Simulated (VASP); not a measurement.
The input files of a VASP run:

INCAR:
```
SYSTEM = ZnO
PREC = Accurate; ENCUT = 520; LREAL = .FALSE.
LASPH = .TRUE.
EDIFF = 1E-7; NELM = 100; ALGO = Normal
LMAXMIX = 4
ISMEAR = -5
GGA = RP
ISIF = 2
LWAVE = .FALSE.; LCHARG = .TRUE.; LORBIT = 11
NEDOS = 601
LEFG = .TRUE.
```

**POSCAR**
```
ZnO
1
    1.6634621403    -2.8812014122     0.0000000000
    1.6634621403     2.8812014122     0.0000000000
    0.0000000000    -0.0000000000     5.3672924736
Zn O
2 2
Direct
  0.6666670000   0.3333330000   0.5010504122
  0.3333330000   0.6666670000   0.0010504122
  0.6666670000   0.3333330000   0.8809495878
  0.3333330000   0.6666670000   0.3809495878
```

File KPOINTS:
```
Automatic mesh
0
Gamma
  9 9 5
```

POTCAR, in this order: Zn O (PBE.64 set). Program: vasp_std.

Task: Write an equivalent input for Quantum ESPRESSO's pw.x.

Result: One equivalent input (not run):
```
&CONTROL
  calculation = 'scf'
  pseudo_dir = './pseudo'
  outdir = './out'
  tprnfor = .true.
  tstress = .true.
/
&SYSTEM
  ibrav = 0
  nat = 4
  ntyp = 2
  ecutwfc = 84
  occupations = 'tetrahedra'
  input_dft = 'rpbe'
/
&ELECTRONS
  conv_thr = 7.3e-09
  electron_maxstep = 100
/
ATOMIC_SPECIES
  Zn 65.380 Zn.upf
  O 15.999 O.upf
CELL_PARAMETERS angstrom
     1.6634621   -2.8812014    0.0000000
     1.6634621    2.8812014    0.0000000
     0.0000000   -0.0000000    5.3672925
ATOMIC_POSITIONS crystal
  Zn   0.6666670  0.3333330  0.5010504
  Zn   0.3333330  0.6666670  0.0010504
  O    0.6666670  0.3333330  0.8809496
  O    0.3333330  0.6666670  0.3809496
K_POINTS automatic
  9 9 5 0 0 0
```
What does not carry over: the potentials are each code's own (VASP's PAW set, PseudoDojo norm-conserving files in pw.x), so ENCUT and ecutwfc are chosen apart and not converted; conv_thr bounds pw.x's estimated SCF error, while EDIFF bounds the energy change between steps; the field gradients of LEFG aren't asked of the other code.

The compound is ZnO in the wurtzite structure. It was relaxed first, which changed the volume by +8 %.
